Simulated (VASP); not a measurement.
Data:

```xyz
5
Lattice="-2.0404 2.0404 3.9017 2.0404 -2.0404 3.9017 2.0404 2.0404 -3.9017" Properties=species:S:1:pos:R:3 pbc="T T T"
Sn     0.0000     0.0000     0.0000
F      0.0000     0.0000     5.9046
F      0.0000     0.0000     1.8988
F      0.0000     2.0404     0.0000
F      2.0404     0.0000     0.0000
```

Method: r2SCAN meta-GGA, VASP's PBE PAW potentials (set 64) (plane waves; VASP). Numerical set-up: 520 eV cut-off, 9×9×9 Γ-centred mesh, tetrahedra with Blöchl corrections, potentials Sn_d F.

Unless said otherwise, spin-orbit coupling is left out, though it shifts the bands of the heavy elements here.

**Question.** Give the energies of bands 10 to 22 at the high-symmetry points, in eV from the valence-band maximum.

**Answer.** 
| band | Γ | X | P | N | M | S | R |
|---|---|---|---|---|---|---|---|
| 10 | -5.24 | -7.49 | -7.48 | -5.88 | -5.37 | -5.83 | -7.22 |
| 11 | -5.24 | -3.09 | -3.39 | -5.14 | -5.37 | -5.20 | -3.18 |
| 12 | -3.76 | -2.89 | -2.63 | -3.17 | -3.37 | -2.89 | -3.07 |
| 13 | -2.84 | -2.57 | -2.63 | -2.56 | -2.75 | -2.79 | -2.83 |
| 14 | -2.12 | -2.47 | -2.57 | -2.44 | -2.19 | -2.46 | -2.41 |
| 15 | -2.12 | -2.05 | -1.99 | -2.22 | -2.19 | -2.22 | -2.03 |
| 16 | -2.08 | -1.76 | -1.46 | -1.66 | -2.09 | -1.76 | -1.81 |
| 17 | -1.19 | -1.46 | -1.07 | -1.22 | -1.94 | -1.33 | -1.35 |
| 18 | -1.19 | -0.88 | -1.04 | -0.75 | -0.99 | -1.00 | -1.10 |
| 19 | -1.16 | -0.58 | -1.04 | -0.73 | -0.99 | -0.79 | -0.54 |
| 20 | -0.21 | -0.23 | -0.09 | -0.59 | -0.14 | -0.46 | -0.37 |
| 21 | -0.21 | 0.00 | -0.09 | -0.49 | -0.14 | -0.22 | -0.03 |
| 22 | 4.04 | 8.58 | 8.59 | 6.76 | 5.26 | 6.46 | 7.52 |

The gap is indirect, 4.04 eV, from the valence maximum at X to the conduction minimum at Γ.

The structure comes from a computed database's SnF4 entry (I4/mmm); how it stands against other phases isn't given here. It was relaxed first.
